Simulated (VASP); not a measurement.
HfB3Ir:

```xyz
5
Lattice="3.6869 0.0000 0.0000 0.0000 3.6869 0.0000 0.0000 0.0000 3.6869" Properties=species:S:1:pos:R:3 pbc="T T T"
Hf    0.0000    0.0000    0.0000
B     0.0000    1.8435    1.8435
B     1.8435    1.8435    0.0000
B     1.8435    0.0000    1.8435
Ir    1.8435    1.8435    1.8435
```

The cell was built by a generator and needn't be a form met in nature.

The cell isn't the ideal one: species swapped into the Mn3ZnC type (Pm-3m, No. 221).

```yaml
Program: VASP 6.6.1
Task: relaxation of cell and atoms
Functional: PBE
Potentials_or_basis: VASP PAW PBE potentials, release 64 (Hf_pv, B, Ir)
Cutoff: 600 eV
k_mesh: 6 × 6 × 6
Occupations: gaussian, width 0.1 eV
Spin: no spin polarisation
```

At the start: pressure 83.7 GPa; volume 10.02 Å³/atom.

How do energy, volume and symmetry change on relaxing?

Over 5 steps the energy falls by 669.3 meV/atom and the volume is 13.26 Å³/atom (+32.3 %); space group Pm-3m (No. 221, to 0.05 Å).

Step by step:
```tsv
step	energy change (eV)	largest force (eV/Å)	pressure (GPa)	volume (Å³)
1	0.0000	0.0000	83.72	50.12
2	0.8059	0.0000	-29.25	98.52
3	-3.3266	0.0000	-3.85	67.91
4	-3.3447	0.0000	-1.16	66.77
5	-3.3464	0.0000	-0.01	66.30
```

Final structure:
```
Hf B Ir
1.0
     4.04729    0.00000    0.00000
     0.00000    4.04729    0.00000
     0.00000    0.00000    4.04729
Hf B Ir
1 3 1
Direct
  0.00000 0.00000 0.00000
  0.00000 0.50000 0.50000
  0.50000 0.50000 0.00000
  0.50000 0.00000 0.50000
  0.50000 0.50000 0.50000
```

Caveat: the volume moved by over 15 % at a fixed basis, so the end points are rough.
